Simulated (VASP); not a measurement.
Data:

```
CELL_PARAMETERS angstrom
      0.00000     2.48963     2.48963
      2.48963     0.00000     2.48963
      2.48963     2.48963     0.00000
ATOMIC_POSITIONS crystal
  Be 0.00000 0.00000 0.00000
  S  0.25000 0.25000 0.25000
```

These are TPSS meta-GGA, VASP's PBE PAW potentials (set 64) (plane waves; VASP) values and carry that method's errors. Run with 520 eV cut-off, 9×9×9 Γ-centred mesh, Gaussian smearing of 0.050 eV, potentials Be S.

What does the run give for the energy per atom (σ→0), pressure?

```
Quantity                        Value
---------------------  --------------
energy per atom (σ→0)  -8.117 eV/atom
pressure                    -4.97 GPa
```

The compound is BeS in the zinc blende structure. This cell is one point of a volume scan, at 1.06 of the reference volume.
